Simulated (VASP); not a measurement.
# Iridium under strain, part 3 of 3

Aim: follow the pressure of Iridium through compression, expansion and shear. All runs use PBE. Left out of this account: 1 further run (fields: a reference on another mesh). The start is a cell from a database of measured crystal structures.

VASP 6.6.1; PBE; plane waves and PAW (Ir).

Still holding for the runs below: This run has no spin polarisation. Its electron count is odd, so without a moment it is a metal by construction. Spin-orbit coupling is off here; with elements this heavy it splits and shifts levels by tenths of an eV or more.

So far, pressure (GPa): step 2 (bands, cell as listed) 9.67; step 3 (cell volume +4.0 %) -4.50; step 4 (cell volume +8.0 %) -15.6; step 5 (bands, sheared, principal strains -1.0, -0.5, +1.5 %) 9.95.

## (6) Bands, volume times 0.96

The cell is compressed evenly, with fractional positions held.

INCAR reads:

```
SYSTEM = Ir
PREC = Accurate
ENCUT = 400
EDIFF = 1E-06
NELM = 100
ISMEAR = -1
SIGMA = 0.05
LREAL = .FALSE.
ALGO = Normal
GGA = PE
NBANDS = 15
LASPH = .TRUE.
LORBIT = 11
LWAVE = .FALSE.
LCHARG = .FALSE.
KPAR = 2
```

POSCAR reads:

```
Ir
1.0
    0.0000000000      1.8937549276      1.8937549276
    1.8937549276      0.0000000000      1.8937549276
    1.8937549276      1.8937549276      0.0000000000
Ir
1
Direct
    0.0000000000      0.0000000000      0.0000000000
```

KPOINTS reads:

```
Automatic mesh
0
Gamma
17 17 17
0 0 0
```

KPOINTS_OPT reads:

```
Line mode
16
Line-mode
Reciprocal
  0.00000000   0.00000000   0.00000000 GAMMA
  0.50000000   0.00000000   0.50000000 X

  0.50000000   0.00000000   0.50000000 X
  0.50000000   0.25000000   0.75000000 W

  0.50000000   0.25000000   0.75000000 W
  0.37500000   0.37500000   0.75000000 K

  0.37500000   0.37500000   0.75000000 K
  0.00000000   0.00000000   0.00000000 GAMMA

  0.00000000   0.00000000   0.00000000 GAMMA
  0.50000000   0.50000000   0.50000000 L

  0.50000000   0.50000000   0.50000000 L
  0.62500000   0.25000000   0.62500000 U

  0.62500000   0.25000000   0.62500000 U
  0.50000000   0.25000000   0.75000000 W

  0.50000000   0.25000000   0.75000000 W
  0.50000000   0.50000000   0.50000000 L

  0.50000000   0.50000000   0.50000000 L
  0.37500000   0.37500000   0.75000000 K

  0.62500000   0.25000000   0.62500000 U
  0.50000000   0.00000000   0.50000000 X
```

PAW data sets: Ir (PBE family, release 64).

Run with:

```console
mpirun -np 2 vasp_std
```

The program printed:

```text
[... set-up lines as in an earlier step ...]
 entering main loop
       N       E                     dE             d eps       ncg     rms          rms(c)
DAV:   1     0.424573600336E+02    0.42457E+02   -0.33985E+03  5044   0.437E+02
DAV:   2    -0.835062356512E+01   -0.50808E+02   -0.47377E+02  6140   0.144E+02
DAV:   3    -0.931174637565E+01   -0.96112E+00   -0.95881E+00  6651   0.211E+01
DAV:   4    -0.931702083121E+01   -0.52745E-02   -0.52724E-02  5937   0.155E+00
DAV:   5    -0.931707921689E+01   -0.58386E-04   -0.58367E-04  6607   0.148E-01    0.170E+01
DAV:   6    -0.887939852688E+01    0.43768E+00   -0.53995E-01  7022   0.680E+00    0.727E+00
DAV:   7    -0.878545512095E+01    0.93943E-01   -0.23745E-01  7431   0.401E+00    0.144E+00
DAV:   8    -0.878323839871E+01    0.22167E-02   -0.30239E-03  5762   0.387E-01    0.113E+00
DAV:   9    -0.877899303486E+01    0.42454E-02   -0.25463E-03  7008   0.535E-01    0.812E-02
DAV:  10    -0.877898139479E+01    0.11640E-04   -0.29056E-05  6010   0.330E-02    0.248E-02
DAV:  11    -0.877898359230E+01   -0.21975E-05   -0.33774E-06  6893   0.140E-02    0.191E-03
DAV:  12    -0.877898332387E+01    0.26843E-06   -0.52356E-08  4589   0.159E-03
   1 F= -.87789833E+01 E0= -.87756442E+01  d E =-.667818E-02
 Start KPOINTS_OPT (optional k-point list driver)
k-point batch [1-160\160]
       N       E                     dE             ncg
DAV:   1     0.169425252800E+05   -0.38318E+05     4863
DAV:   2     0.933639948151E+04   -0.76061E+04     5864
DAV:   3     0.919983718437E+04   -0.13656E+03     6648
DAV:   4     0.919913134181E+04   -0.70584E+00     5486
DAV:   5     0.919912449108E+04   -0.68507E-02     6594
DAV:   6     0.919912438409E+04   -0.10699E-03     5692
DAV:   7     0.919912438242E+04   -0.16688E-05     5876
DAV:   8     0.919912438233E+04   -0.92856E-07     4292
```

The job ended after 16 s (2 MPI ranks of Intel Xeon Platinum 8375C at 2.90GHz (Ice Lake), shared host; peak memory 0.27 GiB; 26 s of CPU time).

OUTCAR, selected parts (step 6):

```text
   ENCUT  =  400.0 eV  29.40 Ry    5.42 a.u.   4.37  4.37  4.37*2*pi/ulx,y,z

   NELECT =       9.0000    total number of electrons

 E-fermi :  11.0231

 k-point     1 :       0.0000    0.0000    0.0000
  band No.  band energies     occupation
    ...
      2       6.9923      2.00000
      3       6.9923      2.00000
      4       6.9923      2.00000
      5       9.8600      2.00000
      6       9.8600      2.00000
      7      25.3648      0.00000
      8      31.1957      0.00000
      9      31.1957      0.00000
     10      31.1957      0.00000
     11      36.1658      0.00000
    ...

  Total        2.3443440      2.3443440      2.3443440      0.0000000     -0.0000000      0.0000000
  in kB      276.5225825    276.5225825    276.5225825      0.0000000     -0.0000000      0.0000000
  external PRESSURE =     276.5225825 kB  Pullay stress =       0.0000000 kB

 POSITION                                       TOTAL-FORCE (eV/Angst)
 -----------------------------------------------------------------------------------
      0.00000      0.00000      0.00000         0.000000     -0.000000     -0.000000
 -----------------------------------------------------------------------------------
    total drift:                               -0.000000      0.000000     -0.000000

  FREE ENERGIE OF THE ION-ELECTRON SYSTEM (eV)
  ---------------------------------------------------
  free  energy   TOTEN  =        -8.7789833239 eV

  energy  without entropy=       -8.7723051399  energy(sigma->0) =       -8.77564423

[... 5 parts as in an earlier step ...]

[... 11 further parts left out ...]
```

Numbers from this step:

- irreducible k-points: 165
- symmetry operations: 48
- free energy (TOTEN): -8.779 eV
- energy at zero smearing: -8.776 eV
- Fermi energy: 11.02 eV
- pressure: 27.65 GPa

The electronic bands at the labelled points (eV, zero at the Fermi level; # counts the bands kept):

```tsv
point	#1	#2	#3	#4	#5	#6
Γ	-11.46	-4.03	-4.03	-4.03	-1.16	-1.16
0.47 of the way	-8.66	-5.95	-3.08	-2.16	-2.16	-0.26
X	-8.29	-7.69	1.04	1.70	1.70	1.81
0.47 of the way	-7.67	-7.10	-1.81	-0.08	1.70	5.59
W	-6.56	-5.07	-5.07	-1.82	1.71	8.71
0.47 of the way	-6.84	-6.02	-3.82	-1.37	1.34	7.56
K	-7.28	-6.25	-2.96	-0.85	0.77	6.66
0.47 of the way	-7.66	-5.30	-4.08	-2.54	-2.22	1.44
Γ	-11.46	-4.03	-4.03	-4.03	-1.16	-1.16
0.47 of the way	-9.39	-4.62	-3.54	-3.54	-1.10	-1.10
L	-8.44	-4.15	-4.15	-0.76	1.08	1.08
0.47 of the way	-7.40	-5.06	-3.17	-3.15	0.84	4.38
U	-7.28	-6.25	-2.96	-0.85	0.77	6.66
0.47 of the way	-6.92	-6.09	-3.65	-1.27	1.24	7.37
W	-6.56	-5.07	-5.07	-1.82	1.71	8.71
0.47 of the way	-6.72	-5.60	-3.89	-2.48	0.71	5.83
L	-8.44	-4.15	-4.15	-0.76	1.08	1.08
0.47 of the way	-7.40	-5.06	-3.17	-3.15	0.84	4.38
K	-7.28	-6.25	-2.96	-0.85	0.77	6.66
jump to U	-7.28	-6.25	-2.96	-0.85	0.77	6.66
0.53 of the way	-8.00	-7.38	-0.71	0.48	1.49	4.59
X	-8.29	-7.69	1.04	1.70	1.70	1.81
```

The electronic bands as a text plot (rows in eV, shown from -8.0 to 8.0 only):

```
    7.7 |              *                           *
    7.0 |           *   *                      **   *         *
    6.3 |                                     *              *
    5.7 |                *                   *              *
    5.0 |          *      *                          *     *
    4.3 |                                   *                  *
    3.7 |         *        *                          *
    3.0 |                   *                             *
    2.3 |                                  *           * *      *
    1.7 |        *******     *                   **            **
    1.0 |       ***     *                ***** **  ********* ** *
    0.3 |     **  **     *              *     *             *  *
   -0.3 |   **            *   **       *                      *
   -1.0 |***  **   **   ** *    *******  **   ***       *    * *
   -1.7 | *  *       ***  * *   *                ****  * *  *
   -2.3 |  **              *****        *  * *            *   *
   -3.0 |   ***     *   *     **            *  *     **    * *
   -3.7 |***           * *    **** *****   * ** *    *** ****
   -4.3 |**          *    *  *  ******* ****     *  *  ***
   -5.0 |  *          *    *****            *     **  *   **
   -5.7 |   *        **  **                  **  * * *      *
   -6.3 |    **     * *** ***                  ******        *
   -7.0 |      *   *** ***                   ****    *     ****
   -7.7 |     ******         *              *         *   *   ***
         Γ       X    W  K        Γ      L     U  W     L   K|U X
```

 The pressure is 27.65 GPa.

Of the bands kept, 4 cross the Fermi level on this path.

## (7) Bands, volume times 0.92

The cell is scaled evenly once more. A prediction first. A parabola through the 4 pressures of evenly scaled cells so far, P = 9.73 -400.7 t +931 t² GPa with t = ln(V/V₁) and V₁ the volume at scale 1, gives 49.61 GPa at t = -0.0834.

INCAR is that of step 6.

POSCAR reads:

```
Ir
1.0
    0.0000000000      1.8670787697      1.8670787697
    1.8670787697      0.0000000000      1.8670787697
    1.8670787697      1.8670787697      0.0000000000
Ir
1
Direct
    0.0000000000      0.0000000000      0.0000000000
```

KPOINTS is that of step 6.

KPOINTS_OPT is that of step 6.

Run with:

```console
mpirun -np 2 vasp_std
```

The program printed:

```text
[... set-up lines as in an earlier step ...]
 entering main loop
       N       E                     dE             d eps       ncg     rms          rms(c)
DAV:   1     0.446914432656E+02    0.44691E+02   -0.33770E+03  5021   0.442E+02
DAV:   2    -0.818401110702E+01   -0.52875E+02   -0.49602E+02  6259   0.146E+02
DAV:   3    -0.915543678213E+01   -0.97143E+00   -0.96947E+00  6588   0.211E+01
DAV:   4    -0.916042969517E+01   -0.49929E-02   -0.49902E-02  5924   0.152E+00
DAV:   5    -0.916047919295E+01   -0.49498E-04   -0.49484E-04  6563   0.139E-01    0.191E+01
DAV:   6    -0.875032935690E+01    0.41015E+00   -0.46323E-01  6994   0.632E+00    0.849E+00
DAV:   7    -0.864935202615E+01    0.10098E+00   -0.22721E-01  7644   0.398E+00    0.142E+00
DAV:   8    -0.864598959027E+01    0.33624E-02   -0.25252E-03  5664   0.392E-01    0.951E-01
DAV:   9    -0.864271924044E+01    0.32703E-02   -0.20324E-03  7036   0.480E-01    0.504E-02
DAV:  10    -0.864272008514E+01   -0.84469E-06   -0.19825E-05  6027   0.285E-02    0.228E-02
DAV:  11    -0.864272111244E+01   -0.10273E-05   -0.87546E-07  5870   0.618E-03    0.159E-03
DAV:  12    -0.864272079460E+01    0.31784E-06   -0.47371E-08  4386   0.155E-03
   1 F= -.86427208E+01 E0= -.86395933E+01  d E =-.625505E-02
 Start KPOINTS_OPT (optional k-point list driver)
k-point batch [1-160\160]
       N       E                     dE             ncg
DAV:   1     0.176839434244E+05   -0.36541E+05     4912
DAV:   2     0.100491794546E+05   -0.76348E+04     5822
DAV:   3     0.991794897718E+04   -0.13123E+03     6571
DAV:   4     0.991729857404E+04   -0.65040E+00     5532
DAV:   5     0.991729276030E+04   -0.58137E-02     6345
DAV:   6     0.991729266785E+04   -0.92445E-04     5706
DAV:   7     0.991729266629E+04   -0.15611E-05     5812
DAV:   8     0.991729266622E+04   -0.72447E-07     4398
```

Run time: 16 s. Hardware: 2 MPI ranks; peak memory 0.27 GiB; 25 s of CPU time.

Parts of OUTCAR (step 7):

```text
   ENCUT  =  400.0 eV  29.40 Ry    5.42 a.u.   4.31  4.31  4.31*2*pi/ulx,y,z

   NELECT =       9.0000    total number of electrons

 E-fermi :  11.8030

 k-point     1 :       0.0000    0.0000    0.0000
  band No.  band energies     occupation
    ...
      2       7.5032      2.00000
      3       7.5032      2.00000
      4       7.5032      2.00000
      5      10.5710      2.00000
      6      10.5710      2.00000
      7      26.0389      0.00000
      8      32.1334      0.00000
      9      32.1334      0.00000
     10      32.1334      0.00000
     11      37.2049      0.00000
    ...

  Total        4.0994033      4.0994033      4.0994033     -0.0000000     -0.0000000      0.0000000
  in kB      504.5605707    504.5605707    504.5605707     -0.0000000     -0.0000000      0.0000000
  external PRESSURE =     504.5605707 kB  Pullay stress =       0.0000000 kB

 POSITION                                       TOTAL-FORCE (eV/Angst)
 -----------------------------------------------------------------------------------
      0.00000      0.00000      0.00000        -0.000000      0.000000     -0.000000
 -----------------------------------------------------------------------------------
    total drift:                                0.000000     -0.000000     -0.000000

  FREE ENERGIE OF THE ION-ELECTRON SYSTEM (eV)
  ---------------------------------------------------
  free  energy   TOTEN  =        -8.6427207946 eV

  energy  without entropy=       -8.6364657420  energy(sigma->0) =       -8.63959327

[... 5 parts as in an earlier step ...]

[... 11 further parts left out ...]
```

Numbers from this step:

```
free energy (TOTEN)     : -8.643 eV
energy at zero smearing : -8.640 eV
Fermi energy            : 11.80 eV
pressure                : 50.46 GPa
```

Electronic bands along the path, in eV, zero at the Fermi level; # counts the bands kept:

```tsv
point	#1	#2	#3	#4	#5	#6
Γ	-11.93	-4.30	-4.30	-4.30	-1.23	-1.23
0.47 of the way	-9.03	-6.35	-3.29	-2.31	-2.31	-0.26
X	-8.82	-8.19	1.14	1.83	1.84	1.84
0.47 of the way	-8.16	-7.56	-1.92	-0.09	1.85	5.84
W	-6.99	-5.38	-5.38	-1.96	1.85	9.13
0.47 of the way	-7.29	-6.40	-4.05	-1.48	1.45	7.86
K	-7.75	-6.64	-3.13	-0.91	0.83	6.89
0.47 of the way	-7.99	-5.65	-4.36	-2.72	-2.38	1.56
Γ	-11.93	-4.30	-4.30	-4.30	-1.23	-1.23
0.53 of the way	-9.40	-4.73	-3.84	-3.84	-0.89	-0.89
L	-8.91	-4.43	-4.43	-0.85	1.17	1.17
0.47 of the way	-7.83	-5.41	-3.39	-3.34	0.91	4.58
U	-7.75	-6.64	-3.13	-0.91	0.83	6.89
0.53 of the way	-7.29	-6.40	-4.05	-1.48	1.45	7.86
W	-6.99	-5.38	-5.38	-1.96	1.85	9.13
0.47 of the way	-7.11	-5.99	-4.12	-2.66	0.77	6.08
L	-8.91	-4.43	-4.43	-0.85	1.17	1.17
0.47 of the way	-7.83	-5.41	-3.39	-3.34	0.91	4.58
K	-7.75	-6.64	-3.13	-0.91	0.83	6.89
jump to U	-7.75	-6.64	-3.13	-0.91	0.83	6.89
0.47 of the way	-8.43	-7.74	-1.09	0.36	1.54	5.25
X	-8.82	-8.19	1.14	1.83	1.84	1.84
```

The electronic bands as a text plot (rows in eV, shown from -8.0 to 8.0 only):

```
    7.7 |           *  *                        *  **
    7.0 |               *                      *              *
    6.3 |                *                    *             **
    5.7 |                 *                  *       *
    5.0 |          *                                       *   *
    4.3 |                  *                *
    3.7 |         *         *                         *   *
    3.0 |                                  *
    2.3 |                                              * *      *
    1.7 |       ********     *                   **            **
    1.0 |      ****     *                ********  ************ *
    0.3 |     **  **     *              *                      *
   -0.3 |   **            *   *        *                      *
   -1.0 |***  **    *   *  *   *****  *  **    **       *    * *
   -1.7 | *  *     * *** ** *   *   **        *  ***   * *
   -2.3 |  *               * ***        *  * *      *     * * *
   -3.0 |   ***         *   ***                *     **    *
   -3.7 | **        *    *    ***   ****    * * *    **   ** *
   -4.3 |*           * *  *  *  ****   ***** *   *     ***  *
   -5.0 | **          *    **  **   ***    *       ** **  *
   -5.7 |   *         *   *****             **    ** *     **
   -6.3 |            * ***                    ****  *        *
   -7.0 |    **     ****  ***                    ***          *
   -7.7 |      *   **   **   *              *****    *     *** *
         Γ       X    W  K        Γ      L     U  W     L   K|U X
```

 The pressure is 50.46 GPa. The parabola predicted 49.61 GPa, -0.85 GPa off.

## (8) Side by side

```
                                         cell      mesh  pressure (GPa)  gap (eV)
                               cell as listed  17×17×17            9.67      none
                            volume times 1.04  17×17×17           -4.50      none
                            volume times 1.08  17×17×17          -15.62      none
sheared, principal strains -1.0, -0.5, +1.5 %  17×17×17            9.95      none
                            volume times 0.96  17×17×17           27.65      none
                            volume times 0.92  17×17×17           50.46      none
```

## (9) Outcome

* pressure, cell as listed: 9.67 GPa
* pressure, volume times 1.04: -4.50 GPa
* pressure, volume times 1.08: -15.6 GPa
* pressure, sheared, principal strains -1.0, -0.5, +1.5 %: 9.95 GPa
* pressure, volume times 0.96: 27.7 GPa
* pressure, volume times 0.92: 50.5 GPa
* bulk modulus at the listed volume, shape and positions held: 405 GPa

What this shows: The slope of pressure against ln V at the listed volume gives a bulk modulus of 405 GPa at fixed shape and positions. Spin-orbit coupling is left out, and with elements this heavy it would split and shift bands near the Fermi level.

[Lines on the potential files, build, host, timing and source positions are cut from VASP's logs without a mark.]

[Logs are printed without paths, hosts, clocks, repeated set-up lines and the standing remarks that a program may print on its own settings, such as how far it seeks lower states.]

[Hosts, paths, dates, database ids (printed as entryN), source tags and the programs' standing remarks are cut or masked in the printed files.]

[A measured line is paired with the nearest computed mode of its activity, which favours agreement.]
